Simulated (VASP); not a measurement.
Calculation: revPBE GGA, VASP's PBE PAW potentials (set 64) (plane waves; VASP).

A VASP calculation is set up with these files.

### POSCAR
```
KTaO3
1
    4.0107210368     0.0000000000     0.0000000000
    0.0000000000     4.0107210368     0.0000000000
    0.0000000000     0.0000000000     4.0107210368
K Ta O
1 1 3
Direct
  0.0000000000   0.0000000000   0.0000000000
  0.5000000000   0.5000000000   0.5000000000
  0.5000000000   0.0000000000   0.5000000000
  0.0000000000   0.5000000000   0.5000000000
  0.5000000000   0.5000000000   0.0000000000
```

### KPOINTS
```
Regular mesh
0
G
  6 6 6
```

INCAR:
```
EDIFF  =  1E-7
LWAVE  =  .FALSE.
PREC  =  Accurate
SIGMA  =  0.05   # width (eV)
LREAL  =  .FALSE.
NELM  =  100   # most electronic steps
ISMEAR  =  0   # Gaussian
LCHARG  =  .FALSE.
ALGO  =  Normal
ISIF  =  2   # forces and stress, cell fixed
LMAXMIX  =  6
ENCUT  =  520
LASPH  =  .TRUE.
GGA  =  RE
SYSTEM  =  KTaO3
```

POTCAR, in this order: K_sv Ta_pv O (PBE.64 set). Program: vasp_std.

Output of the run:

OUTCAR:
```
 ion  position               nearest neighbor table
   1  0.000  0.000  0.000-   3 2.84   4 2.84   5 2.84   3 2.84   4 2.84   4 2.84   5 2.84   4 2.84
                             3 2.84   5 2.84   3 2.84   5 2.84   2 3.47   2 3.47   2 3.47   2 3.47
   2  0.500  0.500  0.500-   3 2.01   4 2.01   5 2.01   5 2.01   3 2.01   4 2.01   1 3.47   1 3.47
                             1 3.47   1 3.47   1 3.47   1 3.47   1 3.47   1 3.47
   3  0.500  0.000  0.500-   2 2.01   2 2.01   1 2.84   1 2.84   1 2.84   1 2.84
   4  0.000  0.500  0.500-   2 2.01   2 2.01   1 2.84   1 2.84   1 2.84   1 2.84
   5  0.500  0.500  0.000-   2 2.01   2 2.01   1 2.84   1 2.84   1 2.84   1 2.84
  LATTYP: Found a simple cubic cell.
 ALAT       =     4.0107210368
 Subroutine PRICEL returns:
 Original cell was already a primitive cell.
 Subroutine GETGRP returns: Found 48 space group operations
The static configuration has the point symmetry O_h .
The dynamic configuration has the point symmetry O_h .
 Subroutine INISYM returns: Found 48 space group operations
 Subroutine IBZKPT returns following result:
 Found     20 irreducible k-points:

 Following reciprocal coordinates:
            Coordinates               Weight
  0.000000  0.000000  0.000000      1.000000
  0.166667  0.000000  0.000000      6.000000
  0.333333  0.000000  0.000000      6.000000
  0.500000  0.000000  0.000000      3.000000
...
```

### OSZICAR
```
       N       E                     dE             d eps       ncg     rms          rms(c)
DAV:   1     0.339964594090E+03    0.33996E+03   -0.21963E+04   920   0.168E+03
DAV:   2    -0.296730862040E+02   -0.36964E+03   -0.36303E+03  1139   0.447E+02
DAV:   3    -0.474536254152E+02   -0.17781E+02   -0.17743E+02  1158   0.992E+01
DAV:   4    -0.478987494629E+02   -0.44512E+00   -0.44491E+00  1636   0.133E+01
DAV:   5    -0.479008209963E+02   -0.20715E-02   -0.20714E-02  1165   0.911E-01    0.347E+01
DAV:   6    -0.394465768909E+02    0.84542E+01   -0.43436E+01  1124   0.462E+01    0.136E+01
DAV:   7    -0.393524328838E+02    0.94144E-01   -0.22289E+00  1198   0.101E+01    0.879E+00
DAV:   8    -0.393253123696E+02    0.27121E-01   -0.39206E-01  1230   0.544E+00    0.139E+00
DAV:   9    -0.393176608374E+02    0.76515E-02   -0.27558E-02  1249   0.121E+00    0.261E-01
DAV:  10    -0.393178133405E+02   -0.15250E-03   -0.90975E-03  1211   0.738E-01    0.461E-02
DAV:  11    -0.393179128560E+02   -0.99515E-04   -0.45331E-04  1287   0.173E-01    0.417E-02
DAV:  12    -0.393179854923E+02   -0.72636E-04   -0.11878E-04  1254   0.815E-02    0.941E-03
DAV:  13    -0.393179873097E+02   -0.18174E-05   -0.79657E-06  1452   0.187E-02    0.557E-03
DAV:  14    -0.393179874143E+02   -0.10458E-06   -0.15472E-06  1172   0.924E-03    0.159E-03
DAV:  15    -0.393179874893E+02   -0.74959E-07   -0.10971E-07   853   0.308E-03
   1 F= -.39317987E+02 E0= -.39317987E+02  d E =-.733798E-17
```

File OUTCAR:
```
------------------------ aborting loop because EDIFF is reached ----------------------------------------
  FORCE on cell =-STRESS in cart. coord.  units (eV):
  Direction    XX          YY          ZZ          XY          YZ          ZX
  --------------------------------------------------------------------------------------
  Total        2.3012736      2.3012736      2.3012736     -0.0000000     -0.0000000      0.0000000
  in kB       57.1493740     57.1493740     57.1493740     -0.0000000     -0.0000000      0.0000000
  external PRESSURE =      57.1493740 kB  Pullay stress =       0.0000000 kB
  volume of cell :       64.52
      direct lattice vectors                 reciprocal lattice vectors
     4.010721037  0.000000000  0.000000000     0.249331726  0.000000000  0.000000000
     0.000000000  4.010721037  0.000000000     0.000000000  0.249331726  0.000000000
     0.000000000  0.000000000  4.010721037     0.000000000  0.000000000  0.249331726
 POSITION                                       TOTAL-FORCE (eV/Angst)
 -----------------------------------------------------------------------------------
      0.00000      0.00000      0.00000         0.000000      0.000000      0.000000
      2.00536      2.00536      2.00536         0.000000      0.000000      0.000000
      2.00536      0.00000      2.00536         0.000000      0.000000      0.000000
      0.00000      2.00536      2.00536         0.000000      0.000000      0.000000
      2.00536      2.00536      0.00000         0.000000      0.000000      0.000000
 -----------------------------------------------------------------------------------
    total drift:                                0.000000      0.000000     -0.000000
  FREE ENERGIE OF THE ION-ELECTRON SYSTEM (eV)
  ---------------------------------------------------
  free  energy   TOTEN  =       -39.3179874893 eV

  energy  without entropy=      -39.3179874893  energy(sigma->0) =      -39.31798749
```
(Selected blocks of OUTCAR.)

The compound is KTaO3 in the cubic perovskite structure. This cell is one point of a volume scan, at 0.97 of the reference volume.
